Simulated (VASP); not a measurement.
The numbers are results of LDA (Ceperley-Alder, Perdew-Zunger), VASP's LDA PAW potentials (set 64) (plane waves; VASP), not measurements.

Input for VASP

File POSCAR:
```
SnPbSe2
1
    2.1085794564     1.2173893821     6.8901706178
   -2.1085794564     1.2173893821     6.8901706178
    0.0000000000    -2.4347778086     6.8901706217
Sn Pb Se
1 1 2
Direct
  0.5000000000   0.5000000000   0.5000000000
  0.0000000000   0.0000000000   1.0000000000
  0.7525965867   0.7525965867   0.7525965867
  0.2474034133   0.2474034133   0.2474034133
```

INCAR:
```
# general
SYSTEM =SnPbSe2
PREC   =Accurate
ENCUT  =400
LREAL  =.FALSE.   # projection in real space or not
LASPH  =.TRUE.   # aspherical one-centre terms

# electronic loop
EDIFF  =1E-7
NELM   =100
ALGO   =Normal   # blocked Davidson
LMAXMIX=4   # l cut-off of mixed one-centre charges

# smearing
ISMEAR =-5   # tetrahedra, Bloechl

# ions
ISIF   =2

# output
LWAVE  =.FALSE.
LCHARG =.TRUE.
LORBIT =11
NEDOS  =601   # DOS grid

# other
LEFG   =.TRUE.
```

### KPOINTS
```
Automatic mesh
0
Gamma
7 7 7
0 0 0
```

POTCAR, in this order: Sn_d Pb_d Se (LDA.64 set). Program: vasp_std.

Output

File OUTCAR:
```
 ion  position               nearest neighbor table
   1  0.500  0.500  0.500-   4 2.95   4 2.95   3 2.95   3 2.95   4 2.95   3 2.95
   2  0.000  0.000  0.000-   3 3.01   3 3.01   4 3.01   4 3.01   3 3.01   4 3.01
   3  0.753  0.753  0.753-   1 2.95   1 2.95   1 2.95   2 3.01   2 3.01   2 3.01
   4  0.247  0.247  0.247-   1 2.95   1 2.95   1 2.95   2 3.01   2 3.01   2 3.01
  LATTYP: Found a trigonal (rhomboedric) cell.
 ALAT       =     7.3077079426
 COS(alpha) =     0.8334871874
 Subroutine PRICEL returns:
 Original cell was already a primitive cell.
 Subroutine GETGRP returns: Found 12 space group operations
The static configuration has the point symmetry D_3d.
The dynamic configuration has the point symmetry D_3d.
 Subroutine INISYM returns: Found 12 space group operations
 Subroutine IBZKPT returns following result:
 Found     44 irreducible k-points:

 Following reciprocal coordinates:
            Coordinates               Weight
  0.000000  0.000000  0.000000      1.000000
  0.142857  0.000000  0.000000      6.000000
  0.285714 -0.000000  0.000000      6.000000
  0.428571 -0.000000  0.000000      6.000000
  0.142857  0.142857  0.000000      6.000000
  0.285714  0.142857  0.000000     12.000000
  0.428571  0.142857  0.000000     12.000000
 -0.428571  0.142857 -0.000000     12.000000
 -0.285714  0.142857  0.000000     12.000000
 -0.142857  0.142857  0.000000      6.000000
  0.285714  0.285714 -0.000000      6.000000
  0.428571  0.285714  0.000000     12.000000
 -0.428571  0.285714 -0.000000     12.000000
 -0.285714  0.285714  0.000000      6.000000
  0.428571  0.428571  0.000000      6.000000
 -0.428571  0.428571  0.000000      6.000000
  0.142857  0.142857  0.142857      2.000000
  0.285714  0.142857  0.142857      6.000000
  0.428571  0.142857  0.142857      6.000000
 -0.428571  0.142857  0.142857      6.000000
 -0.285714  0.142857  0.142857      6.000000
...
```

File OSZICAR:
```
       N       E                     dE             d eps       ncg     rms          rms(c)
DAV:   1     0.351515314270E+03    0.35152E+03   -0.16675E+04  2112   0.165E+03
DAV:   2     0.222428926916E+02   -0.32927E+03   -0.32616E+03  2176   0.446E+02
DAV:   3    -0.179160233528E+02   -0.40159E+02   -0.40011E+02  2744   0.161E+02
DAV:   4    -0.193119826504E+02   -0.13960E+01   -0.13952E+01  2280   0.345E+01
DAV:   5    -0.193711201240E+02   -0.59137E-01   -0.59123E-01  3352   0.679E+00    0.449E+00
DAV:   6    -0.189654267853E+02    0.40569E+00   -0.12978E+00  2552   0.685E+00    0.271E+00
DAV:   7    -0.189522369397E+02    0.13190E-01   -0.25627E-01  3008   0.221E+00    0.121E+00
DAV:   8    -0.189492159477E+02    0.30210E-02   -0.34414E-02  2608   0.146E+00    0.129E-01
DAV:   9    -0.189483974626E+02    0.81849E-03   -0.60311E-03  2744   0.547E-01    0.448E-02
DAV:  10    -0.189484324975E+02   -0.35035E-04   -0.34192E-04  2616   0.115E-01    0.175E-02
DAV:  11    -0.189484343160E+02   -0.18185E-05   -0.17123E-05  3104   0.295E-02    0.808E-03
DAV:  12    -0.189484340660E+02    0.24998E-06   -0.18888E-06  2760   0.187E-02    0.229E-03
DAV:  13    -0.189484340055E+02    0.60478E-07   -0.53668E-07  2240   0.498E-03
   1 F= -.18948434E+02 E0= -.18948434E+02  d E =0.000000E+00
```

**OUTCAR**
```
------------------------ aborting loop because EDIFF is reached ----------------------------------------
  FORCE on cell =-STRESS in cart. coord.  units (eV):
  Direction    XX          YY          ZZ          XY          YZ          ZX
  --------------------------------------------------------------------------------------
  Total        0.1085212      0.1085213      0.1244386      0.0000000      0.0000000      0.0000000
  in kB        1.6384182      1.6384186      1.8787330      0.0000000      0.0000001      0.0000000
  external PRESSURE =       1.7185233 kB  Pullay stress =       0.0000000 kB
  volume of cell :      106.12
      direct lattice vectors                 reciprocal lattice vectors
     2.108579456  1.217389382  6.890170618     0.237126468  0.136905014  0.048378089
    -2.108579456  1.217389382  6.890170618    -0.237126468  0.136905014  0.048378089
     0.000000000 -2.434777809  6.890170622     0.000000000 -0.273810028  0.048378108
 POSITION                                       TOTAL-FORCE (eV/Angst)
 -----------------------------------------------------------------------------------
      0.00000      0.00000     10.33526         0.000000     -0.000000     -0.000000
      0.00000      0.00000      0.00000        -0.000000     -0.000000     -0.000000
      0.00000      0.00000     15.55656         0.000000      0.000000      0.017600
      0.00000      0.00000      5.11396         0.000000     -0.000000     -0.017600
 -----------------------------------------------------------------------------------
    total drift:                                0.000000     -0.000000     -0.000000
  FREE ENERGIE OF THE ION-ELECTRON SYSTEM (eV)
  ---------------------------------------------------
  free  energy   TOTEN  =       -18.9484340055 eV

  energy  without entropy=      -18.9484340055  energy(sigma->0) =      -18.94843401

 total charge

# of ion       s       p       d       tot
------------------------------------------
    1        1.400   0.708   9.998  12.106
    2        1.463   0.599   9.838  11.900
    3        1.480   2.315   0.026   3.821
    4        1.480   2.315   0.026   3.821
--------------------------------------------------
tot          5.823   5.937  19.888  31.648

 Electric field gradients after diagonalization (V/A^2)
 (convention: |V_zz| > |V_xx| > |V_yy|)
----------------------------------------------------------------------
 ion       V_xx      V_yy      V_zz     asymmetry (V_yy - V_xx)/ V_zz
----------------------------------------------------------------------
   1       1.319     1.317    -2.636       0.001
   2       6.945     6.942   -13.887       0.000
   3      -0.497    -0.497     0.994       0.000
   4      -0.497    -0.497     0.994       0.000
```
(Selected blocks of OUTCAR.)

The structure comes from a computed database's SnPbSe2 entry (R-3m); how it stands against other phases isn't given here. It was relaxed first, which changed the volume by -7 %.
